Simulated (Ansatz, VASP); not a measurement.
# Cross-check of TaN between VASP and Ansatz

Wanted: the spread between two codes on one cell, functional and k mesh. Of the first pair: The cell is taken from a series of runs on this material, whose earlier steps may have relaxed, scaled, displaced or heated it; both programs get it as it stands.

Method: plane waves, with VASP 6.6.1 beside it; relaxation of cell and atoms at r2SCAN and single point at r2SCAN, in Ansatz 0.2.0.

### 1. Set-up

Symmetry: P-6m2, No. 187, hexagonal system. The conventional cell has a = 2.938 Å, b = 2.938 Å, c = 2.883 Å, α = 90.00°, β = 90.00°, γ = 120.00°. Nearest to Ta lie 6 N at 2.23 Å. Nearest to N lie 6 Ta at 2.23 Å. Farther neighbours and most contacts between anions are not listed.

As a file:

```cif
data_structure
_symmetry_space_group_name_H-M 'P 1'
_symmetry_Int_Tables_number 1
_cell_length_a 2.9380
_cell_length_b 2.9380
_cell_length_c 2.8830
_cell_angle_alpha 90.000
_cell_angle_beta 90.000
_cell_angle_gamma 120.000
_cell_volume 21.55
loop_
_atom_site_label
_atom_site_type_symbol
_atom_site_fract_x
_atom_site_fract_y
_atom_site_fract_z
_atom_site_occupancy
Ta1 Ta 0.33333 0.66667 0.50000 1
N2 N 0.00000 0.00000 0.00000 1
```

### 2. Ansatz: relaxation of cell and atoms, r2SCAN, pair 1

Ansatz runs on its default PAW (the set named soft_2) files.

The relaxed volume is the usual yardstick between codes: in a stiff, nearly cubic crystal its relative difference is about their pressure difference at one cell divided by the bulk modulus.

Input file input.yaml:

```yaml
crystal:
  lattice:
    - [2.938, 0.0, 0.0]
    - [-1.469, 2.5443826363, 0.0]
    - [0.0, 0.0, 2.883]
  atoms:
    - { symbol: Ta, position: [0.3333333333, 0.6666666667, 0.5] }
    - { symbol: "N", position: [0.0, 0.0, 0.0] }
kpoints:
  mp_grid: { grid: [15, 15, 14] }
hamiltonian:
  xc: r2scan
scf:
  occupations: { method: gaussian, width: 0.1 }
output:
  forces: true
  stress: true
  eigenvalues: true
relax:
  adjacent_minimum: "off"
  f_tol: 0.005
  max_steps: 80
  cell: { stress_tol: 0.05 }
```

Command:

```sh
ansatz run input.yaml --threads 4 --pin off --max-ram 7168MiB --backend cpu --events-out ev --progress --plain --runs-dir out
```

Numbers of over 12 decimals in the logs are rounded to 6 here.

The log of the run:

```text
Engine: ansatz 0.2.0, aarch64-unknown-linux-gnu
Pseudopotentials: kind: paw
Pseudopotential: Ta, paw, valence charge 13, recommended cutoff 500 eV (meta_gga), Ta.paw.azcp
Pseudopotential: N, paw, valence charge 5, recommended cutoff 500 eV (meta_gga), N.paw.azcp
Functional definition: r2SCAN
  parameter k0 = 0.174
  parameter k1 = 0.065
  parameter a1 = 4.9479
  exchange = r2scan_x(k0 = k0, k1 = k1, a1 = a1)
  correlation = r2scan_c
Crystal: 2 atoms, lattice volume = 21.552 Å³
Basis set: ecut = 500 eV, 551 PW (Γ), exchange–correlation on 96×96×96 points (64 copies of the dense FFT grid, shifted against one another)
Bands: 13, of which v1, the nominal top of the filled ones, is band 9 counted from 1 (8 counted from 0)
Symmetry: 12 space group operations
Space group: P-6m2 (ITA 187), of the structure as read, at distance tolerance 2.8e-5 Å
k-points: 216 of 3150 (time reversal used)
Non-local potential: Ta, projectors of the file, l = 0: 3, l = 1: 2, l = 2: 2, l = 3: 1
Non-local potential: N, projectors of the file, l = 0: 2, l = 1: 2, l = 2: 1
PAW form: soft (Blöchl's): semilocal exchange-correlation on the pseudo side does not see the compensation charge
PAW frozen core: Ta, regenerated for the run's functional (the file was generated under x = pbe(κ = 0.804, μ = 0.219515), c = pbe(β = 0.066725))
PAW frozen core: N, regenerated for the run's functional (the file was generated under x = pbe(κ = 0.804, μ = 0.219515), c = pbe(β = 0.066725))
PAW one-centre angular grid: Ta, 590 points (default); XC on 160 Gauss nodes
PAW one-centre angular grid: N, 302 points (default); XC on 160 Gauss nodes
Initial density: superposition of atomic densities (neutral atoms: chi_scale 0, normalization atom), corrected by the library's trained network
Initial wavefunctions: pseudopotential atomic-orbital guess
Functional: x = r2scan, c = r2scan; τ floored in thin density (d = 2e-4 eV/Å³)
SCF iter   1: F=—  HF=-10331.701721 eV  |F-HF|=—  |Δ(HF+E_count)|=         —  Δρ=1.10e-2  dr2=9.18e-3  dr2_τ=1.21e-1  ethr=1.77e-3  ⟨swp⟩=6.0  Hψ=15195  notcnv=0
preconditioner: auto → none  [insulator: Δε(μ)=0.112 eV  Ē_g=11.684 eV  σ=0.100 eV  W_gap=0.57  n_scr=8 (ndim 8)  ℏωp=25.3 eV  f_vac=0.000  D(μ)=0.06/eV (n_scr^D=0)  ε∞_Penn≈5.7]
SCF iter   2: F=—  HF=-10331.801691 eV  |F-HF|=—  |Δ(HF+E_count)|=   1.00e-1  Δρ=7.49e-3  dr2=6.45e-3  dr2_τ=4.92e-4  ethr=5.10e-5  ⟨swp⟩=2.2  Hψ=6942  notcnv=0
SCF iter   3: F=—  HF=-10331.805021 eV  |F-HF|=—  |Δ(HF+E_count)|=   3.33e-3  Δρ=4.84e-3  dr2=4.39e-3  dr2_τ=6.26e-4  ethr=3.59e-5  ⟨swp⟩=2.0  Hψ=4093  notcnv=0
SCF iter   4: F=—  HF=-10331.804362 eV  |F-HF|=—  |Δ(HF+E_count)|=   6.59e-4  Δρ=2.09e-3  dr2=9.88e-4  dr2_τ=6.13e-5  ethr=2.44e-5  ⟨swp⟩=1.8  Hψ=3271  notcnv=0
SCF iter   5: F=—  HF=-10331.804197 eV  |F-HF|=—  |Δ(HF+E_count)|=   1.65e-4  Δρ=1.57e-4  dr2=5.01e-6  dr2_τ=4.35e-7  ethr=5.49e-6  ⟨swp⟩=2.0  Hψ=3574  notcnv=0
SCF iter   6: F=—  HF=-10331.804199 eV  |F-HF|=—  |Δ(HF+E_count)|=   1.89e-6  Δρ=5.95e-5  dr2=7.54e-7  dr2_τ=4.63e-8  ethr=2.78e-8  ⟨swp⟩=2.2  Hψ=3865  notcnv=0
SCF iter   7: F=-10331.804199 eV  HF=-10331.804199 eV  |F-HF|=2.24e-8  |Δ(HF+E_count)|=   3.24e-8  Δρ=1.37e-5  dr2=4.17e-8  dr2_τ=3.06e-9  ethr=5.56e-10  ⟨swp⟩=3.5  Hψ=11611  notcnv=0
SCF 1 converged in 7 iterations: F = -10331.804199 eV  dr2 = 4.17e-8
  greatest PAW one-centre occupation: 0.998 electrons in one spin orbital (limit 2), on the Ta atom at site 0 (counted from 0), in its partial waves of l = 0
relax step   1: F+E_penalty+E_count = -10331.80419881 eV  Δ(F+E_penalty+E_count) = +0.000e0 eV  max|allowed force component| = 1.295e-16 eV/Å  Δτ_max = 0.0000 Å  P = -0.241 GPa  Ω = 21.552 Å³  (7 SCF iters, dr2 threshold 1.00e-7 eV, accepted)
[...]
relax step   2: F+E_penalty+E_count = -10331.80395073 eV  Δ(F+E_penalty+E_count) = +2.481e-4 eV  max|allowed force component| = 1.295e-16 eV/Å  Δτ_max = 0.0000 Å  P = +0.348 GPa  Ω = 21.510 Å³  energy of the carried Pulay correction = +1.797e-5 eV  (5 SCF iters, dr2 threshold 2.00e-7 eV, rejected (line search))
[...]
relax step   3: F+E_penalty+E_count = -10331.80425592 eV  Δ(F+E_penalty+E_count) = -5.711e-5 eV  max|allowed force component| = 3.701e-17 eV/Å  Δτ_max = 0.0000 Å  P = -0.023 GPa  Ω = 21.537 Å³  energy of the carried Pulay correction = +6.637e-6 eV  (7 SCF iters, accepted)
[...]
relax step   4: F+E_penalty+E_count = -10331.80425003 eV  Δ(F+E_penalty+E_count) = +5.886e-6 eV  max|allowed force component| = 5.551e-17 eV/Å  Δτ_max = 0.0000 Å  P = -0.023 GPa  Ω = 21.537 Å³  stress off target by 3.11e-2 GPa  SCF on the basis re-selected at this cell (its energy is not comparable with the rows above)  (4 SCF iters)
basis re-selected at this cell: Δ(F+E_penalty+E_count) = +5.886e-6 eV, ΔP = -0.000 GPa vs the last step (what re-selecting the basis moved, of the pressure what is left beyond the Pulay correction that the steps carried, after the strain that the cell walked since its last selection, with what the two solves' SCF thresholds leave and, on support functions, any second-order correction that the steps lacked; it is no m [...]
SCF converged after 4 iterations
Free energy (F): -10331.804250 eV
Harris-Foulkes:  -10331.804250 eV  (|F-HF|=3.64e-12)
Internal energy: -10331.803953 eV  (E = F + TS)
E sigma→0 (E₀):  -10331.804101 eV
Entropy (-TS):   -0.000297 eV (-0.149 meV/atom)
Fermi energy:    20.258185 eV
--- Per-component energies (eV) ---
  E_band       = -68.009730
  E_kinetic    = 501.383425
  E_local      = -603.224308  (includes V_loc(G=0)·N_el)
  E_nonlocal   = 59.440939
  E_hartree    = 203.862368
  E_xc         = -265.847057
  E_vxc        = -308.554280  (∫ρ·V_xc dr)
  E_paw        = -8552.171726  (= ΣΔE_a)
  E_vpaw       = -140.606362  (= ΣTr[D̂ρ^β])
  E_aug_tail   = 0.000082  (compensation charges beyond the density's cutoff)
  E_vtau       = 15.826060  (kinetic-family band-sum trace: ∫τ·v_τ [+ j·A + Jᵃ·Aᵃ] dr)
  E_ewald      = -1674.461832
  E_core_change = -0.785845  (= ΣΔE_core)
  E_smearing   = -0.000297  (= −TS)
  E_closure    = 0.000000  (closes the sum)
  Σ components = -10331.804250   (vs F -10331.804250, Δ=0.00e0)
--- Forces (eV/Å), atoms counted from 1 ---
  atom   1  Ta     0.00000000     0.00000000     0.00000000
  atom   2  N      0.00000000     0.00000000     0.00000000
  max |Σ_I F_I| component: 1.85e-16 eV/Å
--- Stress (GPa, compression-positive) ---
       -0.018482      -0.000000       0.000000
       -0.000000      -0.018482       0.000000
        0.000000       0.000000      -0.031123
  P = ⅓ Tr σ = -0.0227 GPa (-0.227 kbar)
--- Band table (eV; the first three rows and the last of 216) ---
  k-point 0: bands = [... 5 lower, 15.4031, 15.4031, 15.8322, 17.0568, 22.6981, 23.9564, 23.9564, 24.4749]
  k-point 1: bands = [... 5 lower, 15.3693, 15.4463, 15.4463, 17.4524, 22.8934, 23.2466, 23.2466, 24.9957]
  k-point 2: bands = [... 5 lower, 14.4627, 15.5689, 15.5689, 18.2338, 22.3139, 22.3139, 23.4127, 25.3576]
  k-point 215: bands = [... 5 lower, 11.7389, 13.3674, 16.0554, 19.6867, 24.9617, 25.3447, 27.2004, 28.2435]
--- Relaxed structure (3 steps of the walk, 2 accepted, 1 SCFs on fresh bases) ---
  F+E_penalty+E_count = -10331.80425003 eV   max|allowed force component| = 5.551e-17 eV/Å   (the final SCF, on the basis selected at the relaxed cell)
  cell:  # Å, volume = 21.5366 Å³
    - [2.936178, 0.0, 0.0]
    - [-1.468089, 2.542805, 0.0]
    - [0.0, 0.0, 2.884576]
  atoms:
    - { symbol: Ta, position: [0.333333, 0.666667, 0.5] }
    - { symbol: N, position: [0.0, -2.7755575615628914e-17, 0.0] }
```

In the SCF lines HF is the Harris–Foulkes energy and dr2 the Hartree energy of the density residual, in eV; the loop may stop once dr2 is under the threshold and the program's other checks hold. Hψ counts applications of the Hamiltonian.

### 3. VASP: relaxation of cell and atoms, r2SCAN, pair 1

The same cell, functional, mesh and smearing now go to VASP, with its own data sets.

Lines of VASP's logs that name or quote its potential files are left out, and so is its time.

Input file INCAR:

```
SYSTEM = TaN
PREC = Accurate
ENCUT = 660
EDIFF = 1E-07
NELM = 120
ISMEAR = 0
SIGMA = 0.1
LREAL = .FALSE.
ALGO = Normal
METAGGA = R2SCAN
LASPH = .TRUE.
NBANDS = 14
LORBIT = 11
LWAVE = .FALSE.
LCHARG = .FALSE.
ISIF = 3
IBRION = 2
NSW = 80
EDIFFG = -0.005
GGA_COMPAT = .FALSE.
NELMIN = 4
LMIXTAU = .TRUE.
KPAR = 2
```

Input file POSCAR:

```
TaN
1.0
    2.9380000000      0.0000000000      0.0000000000
   -1.4690000000      2.5443830000      0.0000000000
    0.0000000000      0.0000000000      2.8830000000
Ta N
1 1
Direct
    0.3333332678      0.6666665357      0.5000000000
    0.9999999345      0.9999998690      0.0000000000
```

Input file KPOINTS:

```
Automatic mesh
0
Gamma
15 15 14
0 0 0
```

PAW data sets: Ta_pv and N (PBE family, release 64).

Command:

```sh
mpirun -np 2 vasp_std
```

The log of the run:

```text
[banner, memory and clock lines left out]
running    2 mpi-ranks, on    1 nodes
 distrk:  each k-point on    1 cores,    2 groups
 distr:  one band on    1 cores,    1 groups

 POSCAR found type information on POSCAR TaN
 POSCAR found :  2 types and       2 ions
|                                                                             |
|               ----> ADVICE to this user running VASP <----                  |
|                                                                             |
|     You enforced a specific xc type in the INCAR file but a different       |
|     [... a line on the potential file left out ...]
|     I HOPE YOU KNOW WHAT YOU ARE DOING!                                     |
|                                                                             |

 LDA part: xc-table for (None), standard interpolation
 POSCAR, INCAR and KPOINTS ok, starting setup
 FFT: planning ... GRIDC
 FFT: planning ... GRID_SOFT
 FFT: planning ... GRID
 WAVECAR not read
 entering main loop
       N       E                     dE             d eps       ncg     rms          rms(c)
DAV:   1     0.665163407701E+02    0.66516E+02   -0.10633E+04  6056   0.149E+03
DAV:   2    -0.633642398486E+02   -0.12988E+03   -0.12189E+03  7146   0.378E+02
DAV:   3    -0.673016170556E+02   -0.39374E+01   -0.38879E+01  7224   0.627E+01
DAV:   4    -0.673305047177E+02   -0.28888E-01   -0.28877E-01  7036   0.544E+00
DAV:   5    -0.673308025462E+02   -0.29783E-03   -0.29777E-03  7622   0.508E-01    0.243E+01
DAV:   6    -0.599882285033E+02    0.73426E+01   -0.44718E+00  7068   0.282E+01    0.935E+00
DAV:   7    -0.604864663403E+02   -0.49824E+00   -0.49693E-01  6654   0.725E+00    0.593E+00
DAV:   8    -0.598525663444E+02    0.63390E+00   -0.31220E-01  7116   0.738E+00    0.105E+00
DAV:   9    -0.604060833321E+02   -0.55352E+00   -0.19819E-01  6588   0.573E+00    0.894E-01
DAV:  10    -0.603979762310E+02    0.81071E-02   -0.84356E-03  7530   0.988E-01    0.463E-01
DAV:  11    -0.603928846903E+02    0.50915E-02   -0.39903E-03  6150   0.723E-01    0.359E-01
DAV:  12    -0.603965898218E+02   -0.37051E-02   -0.94719E-03  7212   0.983E-01    0.499E-02
DAV:  13    -0.603964846257E+02    0.10520E-03   -0.76005E-04  6558   0.328E-01    0.366E-02
DAV:  14    -0.603964994577E+02   -0.14832E-04   -0.29911E-05  6588   0.681E-02    0.243E-02
DAV:  15    -0.603964885574E+02    0.10900E-04   -0.13108E-05  6810   0.423E-02    0.512E-03
DAV:  16    -0.603964948105E+02   -0.62531E-05   -0.32864E-06  6156   0.211E-02    0.167E-03
DAV:  17    -0.603964918093E+02    0.30011E-05   -0.70978E-07  6084   0.108E-02    0.629E-04
DAV:  18    -0.603964929603E+02   -0.11510E-05   -0.34208E-08  3504   0.226E-03    0.422E-04
DAV:  19    -0.603964926176E+02    0.34272E-06   -0.51090E-09  3024   0.855E-04    0.159E-04
DAV:  20    -0.603964928572E+02   -0.23963E-06   -0.41173E-09  3024   0.619E-04    0.647E-05
DAV:  21    -0.603964927133E+02    0.14392E-06   -0.44465E-10  3024   0.326E-04    0.464E-05
DAV:  22    -0.603964927171E+02   -0.38101E-08   -0.32204E-11  3024   0.734E-05
   1 F= -.60396493E+02 E0= -.60396344E+02  d E =-.603965E+02
[...]
2 F= -.60394361E+02 E0= -.60394209E+02  d E =0.213199E-02
[...]
3 F= -.60396895E+02 E0= -.60396745E+02  d E =-.402035E-03
[...]
4 F= -.60396895E+02 E0= -.60396745E+02  d E =-.401976E-03
[...]
5 F= -.60396895E+02 E0= -.60396746E+02  d E =-.751730E-06
 trial-energy change:   -0.000001  1 .order   -0.000001   -0.000012    0.000011
 step:   0.4546(harm=  0.4546)  dis= 0.00000  next Energy=   -60.396898 (dE=-0.321E-05)
 bond charge predicted
       N       E                     dE             d eps       ncg     rms          rms(c)
DAV:   1    -0.603969020783E+02   -0.65497E-05   -0.25501E-04  6090   0.147E-01    0.137E-02
DAV:   2    -0.603968979186E+02    0.41597E-05   -0.44550E-06  6792   0.215E-02    0.650E-03
DAV:   3    -0.603968986314E+02   -0.71277E-06   -0.18664E-06  6480   0.136E-02    0.268E-03
DAV:   4    -0.603968974439E+02    0.11874E-05   -0.17549E-07  6630   0.489E-03    0.176E-03
DAV:   5    -0.603968988297E+02   -0.13858E-05   -0.12811E-07  4294   0.448E-03    0.439E-04
DAV:   6    -0.603968978018E+02    0.10279E-05   -0.43591E-08  3024   0.242E-03    0.127E-04
DAV:   7    -0.603968980934E+02   -0.29160E-06   -0.38833E-09  3024   0.637E-04    0.689E-05
DAV:   8    -0.603968979063E+02    0.18716E-06   -0.12232E-09  3024   0.387E-04    0.132E-05
DAV:   9    -0.603968979411E+02   -0.34840E-07   -0.99442E-11  3024   0.128E-04
   6 F= -.60396898E+02 E0= -.60396748E+02  d E =-.324796E-05
 curvature:  -0.23 expect dE=-0.124E-06 dE for cont linesearch -0.270E-12
 trial: gam=-0.01105 g(F)=  0.435E-41 g(S)=  0.536E-06 ort = 0.409E-08 (trialstep = 0.777E+00)
 search vector abs. value=  0.538E-06
 reached required accuracy - stopping structural energy minimisation
```

Parts of OUTCAR (step 3):

```text
ion  position               nearest neighbor table
   1  0.333  0.667  0.500-   2 2.23   2 2.23   2 2.23   2 2.23   2 2.23   2 2.23
   2  1.000  1.000  0.000-   1 2.23   1 2.23   1 2.23   1 2.23   1 2.23   1 2.23

  LATTYP: Found a hexagonal cell.
 ALAT       =     2.9380000000
 C/A-ratio  =     0.9812797822

 Subroutine GETGRP returns: Found 12 space group operations
 (whereof 12 operations were pure point group operations)

The static configuration has the point symmetry D_3h.

 Found    216 irreducible k-points:

   k-points           NKPTS =    216   k-points in BZ     NKDIM =    216   number of bands    NBANDS=     14

   dimension x,y,z NGX =    28 NGY =   28 NGZ =   24
   dimension x,y,z NGXF=    56 NGYF=   56 NGZF=   48

   ENCUT  =  660.0 eV  48.51 Ry    6.96 a.u.   6.15  6.15  6.04*2*pi/ulx,y,z

   NELECT =      16.0000    total number of electrons

 k-points in reciprocal lattice and weights: Automatic mesh
   0.00000000  0.00000000  0.00000000       0.000
   0.06666667  0.00000000  0.00000000       0.002
   0.13333333  0.00000000  0.00000000       0.002
   0.20000000 -0.00000000  0.00000000       0.002
   0.26666667  0.00000000  0.00000000       0.002
   0.33333333  0.00000000  0.00000000       0.002
   0.40000000  0.00000000  0.00000000       0.002
   0.46666667  0.00000000  0.00000000       0.002
   0.06666667  0.06666667  0.00000000       0.002
[...]
0.33333333  0.26666667  0.50000000       0.004
   0.33333333  0.33333333  0.50000000       0.001

 average (electrostatic) potential at core
       1 -40.8157       2 -64.5358

 E-fermi :   8.2061

 k-point     1 :       0.0000    0.0000    0.0000
  band No.  band energies     occupation
    ...
      4     -10.6002      2.00000
      5       3.3766      2.00000
      6       3.3766      2.00000
      7       3.7974      2.00000
      8       5.0295      2.00000
      9      10.6464      0.00000
     10      11.9069      0.00000
     11      11.9069      0.00000
     12      12.3828      0.00000
     13      12.3828      0.00000
    ...

 k-point     2 :       0.0667    0.0000    0.0000
  band No.  band energies     occupation
    ...
      4     -10.5078      2.00000
      5       3.0922      2.00000
      6       3.4479      2.00000
      7       3.9269      2.00000
      8       4.8947      2.00000
      9      10.9972      0.00000
     10      11.7121      0.00000
     11      11.9207      0.00000
     12      12.3342      0.00000
     13      12.5122      0.00000
    ...

 k-point     3 :       0.1333    0.0000    0.0000
  band No.  band energies     occupation
    ...
      4     -10.2452      2.00000
      5       2.4277      2.00000
      6       3.6461      2.00000
      7       4.2498      2.00000
      8       4.5410      2.00000
      9      11.1664      0.00000
     10      11.9433      0.00000
     11      11.9806      0.00000
     12      12.1997      0.00000
     13      12.8327      0.00000
    ...

  Total       -0.0021944     -0.0021944     -0.0035500      0.0000000     -0.0000000      0.0000000
  in kB       -0.1625113     -0.1625113     -0.2629038      0.0000000     -0.0000000      0.0000000
  external PRESSURE =      -0.1959755 kB  Pullay stress =       0.0000000 kB

  energy-cutoff  :      660.00
  volume of cell :       21.63
      direct lattice vectors                 reciprocal lattice vectors
     2.940551837  0.000000000  0.000000000     0.340072223  0.196340761  0.000000000
    -1.470275919  2.546592957 -0.000000000     0.000000000  0.392681523  0.000000000
     0.000000000 -0.000000000  2.889003683     0.000000000  0.000000000  0.346140092

 POSITION                                       TOTAL-FORCE (eV/Angst)
 -----------------------------------------------------------------------------------
     -0.00000      1.69773      1.44450        -0.000000     -0.000000      0.000000
      1.47028      2.54659     -0.00000         0.000000      0.000000      0.000000
 -----------------------------------------------------------------------------------
    total drift:                                0.000000      0.000284     -0.000000

  FREE ENERGIE OF THE ION-ELECTRON SYSTEM (eV)
  ---------------------------------------------------
  free  energy   TOTEN  =       -60.3968979411 eV

  energy  without entropy=      -60.3965987384  energy(sigma->0) =      -60.39674834

 reached required accuracy - stopping structural energy minimisation

 total charge
# of ion       s       p       d       tot
------------------------------------------
    1        0.310   6.264   2.417   8.991
    2        1.237   2.523   0.000   3.760
--------------------------------------------------
tot          1.548   8.787   2.417  12.751

[... 3 further parts left out ...]
```

The run keeps the 12 symmetry operations of its start, so it cannot find a distortion of lower symmetry.

### 4. Side by side

Known differences besides the potentials themselves: VASP keeps PBE cores, Ansatz makes them for the functional; the data sets hold 18 valence electrons in Ansatz (on its default PAW (the set named soft_2) files) and 16 in VASP; the cutoff is 500 eV in Ansatz and 660 eV in VASP; Ansatz adds a Pulay correction to the stress that steers its cell, VASP none. Total energies have different zeros and are not compared.

The two programs side by side:

```
                                         quantity  Ansatz   VASP  difference
                                      volume (Å³)   21.54  21.63     -0.45 %
edge a after relaxation, in the typed setting (Å)   2.936  2.941     -0.15 %
edge c after relaxation, in the typed setting (Å)   2.885  2.889     -0.15 %
```

(Part 1 of 2 ends here.)

[Lines on the potential files, build, host, timing and source positions are cut from VASP's logs without a mark.]

[Logs are printed without paths, hosts, clocks, repeated set-up lines and the standing remarks that a program may print on its own settings, such as how far it seeks lower states.]

[Hosts, paths, dates, database ids (printed as entryN), source tags and the programs' standing remarks are cut or masked in the printed files.]
